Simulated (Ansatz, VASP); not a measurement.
Two plane-wave programs on Al5GaP6

Contents of INCAR:

```
SYSTEM = Al5GaP6
PREC = Accurate
ENCUT = 520
EDIFF = 1E-7
ISMEAR = 0
SIGMA = 0.1
LREAL = .FALSE.
LASPH = .TRUE.
NELM = 60
ALGO = Normal
ISIF = 2
LWAVE = .FALSE.
LCHARG = .FALSE.
GGA = PE
NBANDS = 41
```

Contents of KPOINTS:

```
Automatic mesh
0
G
  6 6 1
  0 0 0
```

The input POSCAR:

```
Al5GaP6
1.0
    3.8861607061     -0.0000000289      0.0000000000
   -1.9430803281      3.3655139091      0.0000000000
    0.0000000000      0.0000000000     19.1566043000
Al Ga P
5 1 6
Direct
    0.6666666667      0.3333333333      0.1662750000
    0.6666666667      0.3333333333      0.4999280000
    0.6666666667      0.3333333333      0.8331880000
    0.3333333333      0.6666666667      0.9997940000
    0.3333333333      0.6666666667      0.6665820000
    0.3333333333      0.6666666667      0.3335190000
    0.6666666667      0.3333333333      0.2911730000
    0.6666666667      0.3333333333      0.6248470000
    0.6666666667      0.3333333333      0.9580550000
    0.3333333333      0.6666666667      0.1246590000
    0.3333333333      0.6666666667      0.4585220000
    0.3333333333      0.6666666667      0.7914570000
```

Input for Ansatz:

```yaml
crystal:
  lattice:
    - [3.8861607061, -2.89e-08, 0.0]
    - [-1.9430803281, 3.3655139091, 0.0]
    - [0.0, 0.0, 19.1566043]
  atoms:
    - { symbol: Al, position: [0.6666666667, 0.3333333333, 0.166275] }
    - { symbol: Al, position: [0.6666666667, 0.3333333333, 0.499928] }
    - { symbol: Al, position: [0.6666666667, 0.3333333333, 0.833188] }
    - { symbol: Al, position: [0.3333333333, 0.6666666667, 0.999794] }
    - { symbol: Al, position: [0.3333333333, 0.6666666667, 0.666582] }
    - { symbol: Ga, position: [0.3333333333, 0.6666666667, 0.333519] }
    - { symbol: P, position: [0.6666666667, 0.3333333333, 0.291173] }
    - { symbol: P, position: [0.6666666667, 0.3333333333, 0.624847] }
    - { symbol: P, position: [0.6666666667, 0.3333333333, 0.958055] }
    - { symbol: P, position: [0.3333333333, 0.6666666667, 0.124659] }
    - { symbol: P, position: [0.3333333333, 0.6666666667, 0.458522] }
    - { symbol: P, position: [0.3333333333, 0.6666666667, 0.791457] }
basis:
  ecutwfc: 420
kpoints:
  mp_grid: { grid: [6, 6, 1] }
hamiltonian:
  xc: pbe
scf:
  occupations: { method: gaussian, width: 0.1 }
  lower_state_search: "off"
output:
  forces: true
  stress: true
  eigenvalues: true
```

Alike in both runs: task single point; functional PBE; k mesh 6 × 6 × 1; occupations gaussian, width 0.1 eV; no spin polarisation.

```csv
,VASP,Ansatz
version,VASP 6.6.1,Ansatz 0.2.0
potentials or method,"VASP PAW PBE potentials, release 64 (Al, Ga_d, P)","scalar-relativistic, plane waves, PAW"
plane-wave cutoff (eV),520,420
valence electrons in the cell,58,58
```

Ansatz gave:

* gap on the k mesh at the Fermi level (eV): 1.71
* least direct gap on the mesh (eV): 1.91
* pressure (GPa): 0.1

**Question.** What did VASP give for the same quantities?

**Answer.** gap on the k mesh at the Fermi level (eV): 1.71; least direct gap on the mesh (eV): 1.90; pressure (GPa): 0.0.

Caveats: an odd mesh through Γ misses points on the zone boundary, where band edges often lie.
